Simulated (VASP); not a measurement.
# Hf (Hafnium) with r2SCAN + rVV10: from relaxation to properties, part 5 of 6

What structure and properties does r2SCAN + rVV10 give Hf (Hafnium), and how near are they to the measured ones? The start is a cell from a database of measured crystal structures.

VASP 6.6.1; r2SCAN with rVV10; plane waves and PAW (Hf_pv).

Still holding for the runs below: The k-mesh is coarse for a metal.

So far. Step 7 (Zone-centre phonons (r2SCAN + rVV10)): The three acoustic modes come out at zero, and all others are real. By the characters of their eigenvectors the optical modes sort into (cm⁻¹) Raman active: E2g 89; silent: Bg 97. B labels carry no number here, since it depends on the setting of the axes. With a centre of inversion no mode is active in both. Step 8 (Volume scan with r2SCAN + rVV10): The pressure here is 8.03 GPa.

## 9. Volume scan with r2SCAN + rVV10 (run 2)

INCAR

```
SYSTEM = Hf
PREC = Accurate
ENCUT = 400
EDIFF = 1E-06
NELM = 100
ISMEAR = 1
SIGMA = 0.2
LREAL = .FALSE.
ALGO = Normal
METAGGA = R2SCAN
LUSE_VDW = .TRUE.
IVDW_NL = 2
BPARAM = 11.95
CPARAM = 0.0093
LASPH = .TRUE.
NBANDS = 16
LORBIT = 11
LWAVE = .FALSE.
LCHARG = .FALSE.
KPAR = 2
ISIF = 2
```

POSCAR

```
Hf
1.0
    3.1433611146      0.0000000000      0.0000000000
   -1.5716805572      2.7222305785      0.0000000000
    0.0000000000      0.0000000000      4.9542064365
Hf
2
Direct
    0.3333333333      0.6666666667      0.2500000000
    0.6666666667      0.3333333333      0.7500000000
```

KPOINTS

```
Automatic mesh
0
Gamma
8 8 5
0 0 0
```

Potentials, in the order of the species: Hf_pv (PBE family, release 64).

The run is started by

```
> mpirun -np 2 vasp_std
```

What it wrote:

```text
[... set-up lines as in an earlier step ...]
 entering main loop
       N       E                     dE             d eps       ncg     rms          rms(c)
Total rVV10 correction in eV:      0.3780017    22.5152500
Total rVV10 correction in eV:      0.3780017    22.5152500
DAV:   1    -0.323889969918E+02   -0.32389E+02   -0.10391E+04   968   0.102E+03
DAV:   2    -0.940447506550E+02   -0.61656E+02   -0.60238E+02  1240   0.232E+02
DAV:   3    -0.955436542714E+02   -0.14989E+01   -0.14743E+01  1304   0.258E+01
DAV:   4    -0.955559252910E+02   -0.12271E-01   -0.12270E-01  1176   0.288E+00
DAV:   5    -0.955560884190E+02   -0.16313E-03   -0.16312E-03  1296   0.273E-01    0.748E+01
Total rVV10 correction in eV:      0.3576851    22.5152499
Total rVV10 correction in eV:      0.3576851    22.5152499
DAV:   6    -0.899728205240E+02    0.55833E+01   -0.96466E-01  1072   0.836E+00    0.432E+01
Total rVV10 correction in eV:      0.3386410    22.5152499
Total rVV10 correction in eV:      0.3386410    22.5152499
DAV:   7    -0.899313773928E+02    0.41443E-01   -0.67373E-01  1184   0.621E+00    0.408E+00
Total rVV10 correction in eV:      0.3396540    22.5152499
Total rVV10 correction in eV:      0.3396540    22.5152499
DAV:   8    -0.899330302921E+02   -0.16529E-02   -0.21576E-02  1152   0.102E+00    0.144E+00
Total rVV10 correction in eV:      0.3411528    22.5152499
Total rVV10 correction in eV:      0.3411528    22.5152499
DAV:   9    -0.899316915542E+02    0.13387E-02   -0.63210E-03  1144   0.545E-01    0.204E-01
Total rVV10 correction in eV:      0.3410939    22.5152499
Total rVV10 correction in eV:      0.3410939    22.5152499
DAV:  10    -0.899316735511E+02    0.18003E-04   -0.17996E-04  1248   0.117E-01    0.155E-01
Total rVV10 correction in eV:      0.3410708    22.5152499
Total rVV10 correction in eV:      0.3410708    22.5152499
DAV:  11    -0.899316637274E+02    0.98237E-05   -0.13311E-05  1176   0.309E-02    0.994E-03
Total rVV10 correction in eV:      0.3410823    22.5152499
Total rVV10 correction in eV:      0.3410823    22.5152499
DAV:  12    -0.899316639439E+02   -0.21646E-06   -0.33607E-07   720   0.463E-03
Total rVV10 correction in eV:      0.3410849    22.5152499
Total rVV10 correction in eV:      0.3410849    22.5152499
Total rVV10 correction in eV:      0.3410851    22.5152499
Total rVV10 correction in eV:      0.3410851    22.5152499
   1 F= -.89931664E+02 E0= -.89933788E+02  d E =0.637187E-02
```

Elapsed: 42 s, on 2 MPI ranks of Intel Xeon 6975P-C (Granite Rapids), shared host; peak memory 0.46 GiB.

Parts of OUTCAR (step 9):

```text
   ENCUT  =  400.0 eV  29.40 Ry    5.42 a.u.   5.13  5.13  8.08*2*pi/ulx,y,z

   NELECT =      20.0000    total number of electrons

 E-fermi :   5.2584

 k-point     1 :       0.0000    0.0000    0.0000
  band No.  band energies     occupation
    ...
      4     -25.9262      2.00000
      5     -25.9229      2.00000
      6     -25.9229      2.00000
      7      -2.7443      2.00000
      8       1.1812      2.00000
      9       5.8397     -0.00031
     10       6.5352     -0.00000
     11       6.5352     -0.00000
     12       6.9130     -0.00000
     13       7.4876     -0.00000
    ...

  Total        1.3386636      1.3386636      1.4045088      0.0000000      0.0000000      0.0000000
  in kB       50.5928025     50.5928025     53.0813242      0.0000000      0.0000000      0.0000000
  external PRESSURE =      51.4223097 kB  Pullay stress =       0.0000000 kB

 POSITION                                       TOTAL-FORCE (eV/Angst)
 -----------------------------------------------------------------------------------
     -0.00000      1.81482      1.23855        -0.000000      0.000000      0.000000
      1.57168      0.90741      3.71565         0.000000      0.000000      0.000000
 -----------------------------------------------------------------------------------
    total drift:                                0.000000     -0.000000      0.000000

  FREE ENERGIE OF THE ION-ELECTRON SYSTEM (eV)
  ---------------------------------------------------
  free  energy   TOTEN  =       -89.9316639439 eV

  energy  without entropy=      -89.9380358142  energy(sigma->0) =      -89.93378790

[... 4 parts as in an earlier step ...]

[... 12 further parts left out ...]
```

This step gave:

```yaml
free_energy_toten: -89.9317 eV
energy_at_zero_smearing: -89.9338 eV
fermi_energy: 5.258 eV
pressure: 5.142 GPa
```

The pressure falls from 8.03 to 5.14 GPa.

The run ends at a pressure of 5.14 GPa.

## 10. Volume scan with r2SCAN + rVV10 (run 3)

INCAR is that of step 9.

POSCAR

```
Hf
1.0
    3.1650401521      0.0000000000      0.0000000000
   -1.5825200760      2.7410051757      0.0000000000
    0.0000000000      0.0000000000      4.9883744571
Hf
2
Direct
    0.3333333333      0.6666666667      0.2500000000
    0.6666666667      0.3333333333      0.7500000000
```

KPOINTS is that of step 9.

The run is started by

```
> mpirun -np 2 vasp_std
```

What it wrote:

```text
[... set-up lines as in an earlier step ...]
 entering main loop
       N       E                     dE             d eps       ncg     rms          rms(c)
Total rVV10 correction in eV:      0.3833836    22.5152500
Total rVV10 correction in eV:      0.3833836    22.5152500
DAV:   1    -0.298901817756E+02   -0.29890E+02   -0.10473E+04   976   0.102E+03
DAV:   2    -0.941051568388E+02   -0.64215E+02   -0.62709E+02  1264   0.235E+02
DAV:   3    -0.956009023247E+02   -0.14957E+01   -0.14783E+01  1256   0.260E+01
DAV:   4    -0.956133146874E+02   -0.12412E-01   -0.12411E-01  1200   0.293E+00
DAV:   5    -0.956134843390E+02   -0.16965E-03   -0.16965E-03  1272   0.283E-01    0.737E+01
Total rVV10 correction in eV:      0.3626455    22.5152498
Total rVV10 correction in eV:      0.3626455    22.5152498
DAV:   6    -0.899962975365E+02    0.56172E+01   -0.98985E-01  1096   0.842E+00    0.426E+01
Total rVV10 correction in eV:      0.3432174    22.5152498
Total rVV10 correction in eV:      0.3432174    22.5152498
DAV:   7    -0.899529394862E+02    0.43358E-01   -0.70575E-01  1160   0.630E+00    0.404E+00
Total rVV10 correction in eV:      0.3442818    22.5152498
Total rVV10 correction in eV:      0.3442818    22.5152498
DAV:   8    -0.899545657368E+02   -0.16263E-02   -0.22317E-02  1152   0.103E+00    0.141E+00
Total rVV10 correction in eV:      0.3458183    22.5152498
Total rVV10 correction in eV:      0.3458183    22.5152498
DAV:   9    -0.899531597266E+02    0.14060E-02   -0.67677E-03  1168   0.559E-01    0.202E-01
Total rVV10 correction in eV:      0.3457453    22.5152498
Total rVV10 correction in eV:      0.3457453    22.5152498
DAV:  10    -0.899531403793E+02    0.19347E-04   -0.19040E-04  1296   0.119E-01    0.173E-01
Total rVV10 correction in eV:      0.3457221    22.5152498
Total rVV10 correction in eV:      0.3457221    22.5152498
DAV:  11    -0.899531328687E+02    0.75107E-05   -0.15220E-05  1232   0.329E-02    0.117E-02
Total rVV10 correction in eV:      0.3457327    22.5152498
Total rVV10 correction in eV:      0.3457327    22.5152498
DAV:  12    -0.899531335028E+02   -0.63419E-06   -0.34522E-07   824   0.460E-03
Total rVV10 correction in eV:      0.3457370    22.5152498
Total rVV10 correction in eV:      0.3457370    22.5152498
Total rVV10 correction in eV:      0.3457377    22.5152498
Total rVV10 correction in eV:      0.3457377    22.5152498
   1 F= -.89953134E+02 E0= -.89955812E+02  d E =0.803640E-02
```

The job ended after 44 s (2 MPI ranks; peak memory 0.48 GiB).

Parts of OUTCAR (step 10):

```text
  Total        0.6562963      0.6562963      0.6909374      0.0000000      0.0000000      0.0000000
  in kB       24.2975472     24.2975472     25.5800345      0.0000000      0.0000000      0.0000000
  external PRESSURE =      24.7250430 kB  Pullay stress =       0.0000000 kB

 POSITION                                       TOTAL-FORCE (eV/Angst)
 -----------------------------------------------------------------------------------
     -0.00000      1.82734      1.24709         0.000000     -0.000000      0.000000
      1.58252      0.91367      3.74128        -0.000000      0.000000      0.000000
 -----------------------------------------------------------------------------------
    total drift:                               -0.000000      0.000000     -0.000000

  FREE ENERGIE OF THE ION-ELECTRON SYSTEM (eV)
  ---------------------------------------------------
  free  energy   TOTEN  =       -89.9531335028 eV

  energy  without entropy=      -89.9611699033  energy(sigma->0) =      -89.95581230

[... 1 part as in an earlier step ...]

[... 2 further parts left out ...]
[key lines of the parts left out:]
E-fermi :   5.0984
```

The pressure falls from 5.14 to 2.47 GPa.

The run ends at a pressure of 2.47 GPa.

## 11. Volume scan with r2SCAN + rVV10 (run 4)

INCAR is that of step 10.

POSCAR

```
Hf
1.0
    3.1864262073      0.0000000000      0.0000000000
   -1.5932131036      2.7595260428      0.0000000000
    0.0000000000      0.0000000000      5.0220807124
Hf
2
Direct
    0.3333333333      0.6666666667      0.2500000000
    0.6666666667      0.3333333333      0.7500000000
```

KPOINTS is that of step 10.

The run is started by

```
> mpirun -np 2 vasp_std
```

What it wrote:

```text
[... set-up lines as in an earlier step ...]
 entering main loop
       N       E                     dE             d eps       ncg     rms          rms(c)
Total rVV10 correction in eV:      0.3886374    22.5152500
Total rVV10 correction in eV:      0.3886374    22.5152500
[... 5 cycles as in an earlier step ...]
Total rVV10 correction in eV:      0.3674886    22.5152502
Total rVV10 correction in eV:      0.3674886    22.5152502
[... 1 cycle as in an earlier step ...]
Total rVV10 correction in eV:      0.3476949    22.5152502
Total rVV10 correction in eV:      0.3476949    22.5152502
[... 1 cycle as in an earlier step ...]
Total rVV10 correction in eV:      0.3487736    22.5152502
Total rVV10 correction in eV:      0.3487736    22.5152502
[... 1 cycle as in an earlier step ...]
Total rVV10 correction in eV:      0.3503739    22.5152502
Total rVV10 correction in eV:      0.3503739    22.5152502
[... 1 cycle as in an earlier step ...]
Total rVV10 correction in eV:      0.3502823    22.5152502
Total rVV10 correction in eV:      0.3502823    22.5152502
[... 1 cycle as in an earlier step ...]
Total rVV10 correction in eV:      0.3502613    22.5152502
Total rVV10 correction in eV:      0.3502613    22.5152502
[... 1 cycle as in an earlier step ...]
Total rVV10 correction in eV:      0.3502747    22.5152502
Total rVV10 correction in eV:      0.3502747    22.5152502
[... 1 cycle as in an earlier step ...]
Total rVV10 correction in eV:      0.3502775    22.5152502
Total rVV10 correction in eV:      0.3502775    22.5152502
Total rVV10 correction in eV:      0.3502781    22.5152502
Total rVV10 correction in eV:      0.3502781    22.5152502
   1 F= -.89960417E+02 E0= -.89963593E+02  d E =0.952853E-02
```

Run time: 46 s. Hardware: 2 MPI ranks; peak memory 0.48 GiB.

From OUTCAR (step 11):

```text
[... 6 parts as in an earlier step ...]

[... 1 further part left out ...]
[key lines of the parts left out:]
E-fermi :   4.9408
```

The pressure falls from 2.47 to 0.00 GPa.

The run ends at a pressure of 0.00 GPa.

## 12. Volume scan with r2SCAN + rVV10 (run 5)

INCAR is that of step 11.

POSCAR

```
Hf
1.0
    3.2075289826      0.0000000000      0.0000000000
   -1.6037644913      2.7778015823      0.0000000000
    0.0000000000      0.0000000000      5.0553404943
Hf
2
Direct
    0.3333333333      0.6666666667      0.2500000000
    0.6666666667      0.3333333333      0.7500000000
```

KPOINTS is that of step 11.

The run is started by

```
> mpirun -np 2 vasp_std
```

What it wrote:

```text
[... set-up lines as in an earlier step ...]
 entering main loop
       N       E                     dE             d eps       ncg     rms          rms(c)
Total rVV10 correction in eV:      0.3937676    22.5152500
Total rVV10 correction in eV:      0.3937676    22.5152500
DAV:   1    -0.298701422200E+02   -0.29870E+02   -0.10526E+04   960   0.102E+03
DAV:   2    -0.940767897621E+02   -0.64207E+02   -0.62590E+02  1288   0.233E+02
DAV:   3    -0.956731394252E+02   -0.15963E+01   -0.15926E+01  1256   0.267E+01
DAV:   4    -0.956876101411E+02   -0.14471E-01   -0.14448E-01  1232   0.313E+00
DAV:   5    -0.956878206339E+02   -0.21049E-03   -0.21048E-03  1272   0.313E-01    0.713E+01
Total rVV10 correction in eV:      0.3722169    22.5152503
Total rVV10 correction in eV:      0.3722169    22.5152503
DAV:   6    -0.900022300110E+02    0.56856E+01   -0.10379E+00  1096   0.853E+00    0.412E+01
Total rVV10 correction in eV:      0.3520612    22.5152503
Total rVV10 correction in eV:      0.3520612    22.5152503
DAV:   7    -0.899545946052E+02    0.47635E-01   -0.76937E-01  1200   0.646E+00    0.410E+00
Total rVV10 correction in eV:      0.3531497    22.5152503
Total rVV10 correction in eV:      0.3531497    22.5152503
DAV:   8    -0.899563527701E+02   -0.17582E-02   -0.23335E-02  1192   0.106E+00    0.152E+00
Total rVV10 correction in eV:      0.3548115    22.5152503
Total rVV10 correction in eV:      0.3548115    22.5152503
DAV:   9    -0.899546584346E+02    0.16943E-02   -0.79596E-03  1176   0.598E-01    0.200E-01
Total rVV10 correction in eV:      0.3547121    22.5152503
Total rVV10 correction in eV:      0.3547121    22.5152503
DAV:  10    -0.899546499279E+02    0.85067E-05   -0.24104E-04  1216   0.135E-01    0.130E-01
Total rVV10 correction in eV:      0.3546911    22.5152503
Total rVV10 correction in eV:      0.3546911    22.5152503
DAV:  11    -0.899546481433E+02    0.17845E-05   -0.14495E-05  1240   0.304E-02    0.677E-03
Total rVV10 correction in eV:      0.3547070    22.5152503
Total rVV10 correction in eV:      0.3547070    22.5152503
DAV:  12    -0.899546481741E+02   -0.30809E-07   -0.40665E-07   840   0.456E-03
Total rVV10 correction in eV:      0.3547084    22.5152503
Total rVV10 correction in eV:      0.3547084    22.5152503
Total rVV10 correction in eV:      0.3547087    22.5152503
Total rVV10 correction in eV:      0.3547087    22.5152503
   1 F= -.89954648E+02 E0= -.89958166E+02  d E =0.105528E-01
```

Elapsed: 43 s, on 2 MPI ranks; peak memory 0.47 GiB.

Parts of OUTCAR (step 12):

```text
  Total       -0.6202995     -0.6202995     -0.6712145      0.0000000      0.0000000      0.0000000
  in kB      -22.0642800    -22.0642800    -23.8753481      0.0000000      0.0000000      0.0000000
  external PRESSURE =     -22.6679693 kB  Pullay stress =       0.0000000 kB

 POSITION                                       TOTAL-FORCE (eV/Angst)
 -----------------------------------------------------------------------------------
     -0.00000      1.85187      1.26384        -0.000000     -0.000000      0.000000
      1.60376      0.92593      3.79151         0.000000      0.000000      0.000000
 -----------------------------------------------------------------------------------
    total drift:                               -0.000000      0.000000     -0.000000

  FREE ENERGIE OF THE ION-ELECTRON SYSTEM (eV)
  ---------------------------------------------------
  free  energy   TOTEN  =       -89.9546481741 eV

  energy  without entropy=      -89.9652009964  energy(sigma->0) =      -89.95816578

[... 1 part as in an earlier step ...]

[... 2 further parts left out ...]
[key lines of the parts left out:]
E-fermi :   4.7868
```

The pressure falls from 0.00 to -2.27 GPa.

The run ends at a pressure of -2.27 GPa.

## 13. Volume scan with r2SCAN + rVV10 (run 6)

INCAR is that of step 12.

POSCAR

```
Hf
1.0
    3.2283576765      0.0000000000      0.0000000000
   -1.6141788382      2.7958397603      0.0000000000
    0.0000000000      0.0000000000      5.0881683005
Hf
2
Direct
    0.3333333333      0.6666666667      0.2500000000
    0.6666666667      0.3333333333      0.7500000000
```

KPOINTS is that of step 12.

The run is started by

```
> mpirun -np 2 vasp_std
```

What it wrote:

```text
[... set-up lines as in an earlier step ...]
 entering main loop
       N       E                     dE             d eps       ncg     rms          rms(c)
Total rVV10 correction in eV:      0.3987785    22.5152500
Total rVV10 correction in eV:      0.3987785    22.5152500
DAV:   1    -0.317493427300E+02   -0.31749E+02   -0.10466E+04   984   0.101E+03
DAV:   2    -0.940752290763E+02   -0.62326E+02   -0.60867E+02  1272   0.231E+02
DAV:   3    -0.956911980051E+02   -0.16160E+01   -0.16111E+01  1232   0.264E+01
DAV:   4    -0.957065193256E+02   -0.15321E-01   -0.15319E-01  1208   0.317E+00
DAV:   5    -0.957067584051E+02   -0.23908E-03   -0.23907E-03  1240   0.327E-01    0.701E+01
Total rVV10 correction in eV:      0.3768327    22.5152501
Total rVV10 correction in eV:      0.3768327    22.5152501
DAV:   6    -0.899868986658E+02    0.57199E+01   -0.10620E+00  1080   0.859E+00    0.405E+01
Total rVV10 correction in eV:      0.3563079    22.5152501
Total rVV10 correction in eV:      0.3563079    22.5152501
DAV:   7    -0.899369871106E+02    0.49912E-01   -0.80264E-01  1200   0.654E+00    0.408E+00
Total rVV10 correction in eV:      0.3574314    22.5152501
Total rVV10 correction in eV:      0.3574314    22.5152501
DAV:   8    -0.899387129437E+02   -0.17258E-02   -0.23938E-02  1176   0.107E+00    0.151E+00
Total rVV10 correction in eV:      0.3591363    22.5152501
Total rVV10 correction in eV:      0.3591363    22.5152501
DAV:   9    -0.899369079148E+02    0.18050E-02   -0.85060E-03  1168   0.613E-01    0.201E-01
Total rVV10 correction in eV:      0.3590291    22.5152501
Total rVV10 correction in eV:      0.3590291    22.5152501
DAV:  10    -0.899369040829E+02    0.38319E-05   -0.25781E-04  1288   0.139E-01    0.121E-01
Total rVV10 correction in eV:      0.3590115    22.5152501
Total rVV10 correction in eV:      0.3590115    22.5152501
DAV:  11    -0.899369046056E+02   -0.52270E-06   -0.14091E-05  1232   0.296E-02    0.592E-03
Total rVV10 correction in eV:      0.3590276    22.5152501
Total rVV10 correction in eV:      0.3590276    22.5152501
DAV:  12    -0.899369047761E+02   -0.17056E-06   -0.39736E-07   840   0.445E-03
Total rVV10 correction in eV:      0.3590293    22.5152501
Total rVV10 correction in eV:      0.3590293    22.5152501
Total rVV10 correction in eV:      0.3590296    22.5152501
Total rVV10 correction in eV:      0.3590296    22.5152501
   1 F= -.89936905E+02 E0= -.89940553E+02  d E =0.109455E-01
```

Run time: 38 s. Hardware: 2 MPI ranks; peak memory 0.48 GiB; 66 s of CPU time.

OUTCAR, selected parts (step 13):

```text
  Total       -1.2140674     -1.2140674     -1.3078513     -0.0000000      0.0000000     -0.0000000
  in kB      -42.3543455    -42.3543455    -45.6261221     -0.0000000      0.0000000     -0.0000000
  external PRESSURE =     -43.4449377 kB  Pullay stress =       0.0000000 kB

 POSITION                                       TOTAL-FORCE (eV/Angst)
 -----------------------------------------------------------------------------------
     -0.00000      1.86389      1.27204        -0.000000      0.000000      0.000000
      1.61418      0.93195      3.81613         0.000000     -0.000000      0.000000
 -----------------------------------------------------------------------------------
    total drift:                               -0.000000      0.000000     -0.000000

  FREE ENERGIE OF THE ION-ELECTRON SYSTEM (eV)
  ---------------------------------------------------
  free  energy   TOTEN  =       -89.9369047761 eV

  energy  without entropy=      -89.9478503007  energy(sigma->0) =      -89.94055328

[... 1 part as in an earlier step ...]

[... 2 further parts left out ...]
[key lines of the parts left out:]
E-fermi :   4.6404
```

The pressure falls from -2.27 to -4.34 GPa.

The run ends at a pressure of -4.34 GPa.

(Part 5 of 6 ends here.)

[Lines on the potential files, build, host, timing and source positions are cut from VASP's logs without a mark.]

[Logs are printed without paths, hosts, clocks, repeated set-up lines and the standing remarks that a program may print on its own settings, such as how far it seeks lower states.]

[Hosts, paths, dates, database ids (printed as entryN), source tags and the programs' standing remarks are cut or masked in the printed files.]

[A measured line is paired with the nearest computed mode of its activity, which favours agreement.]
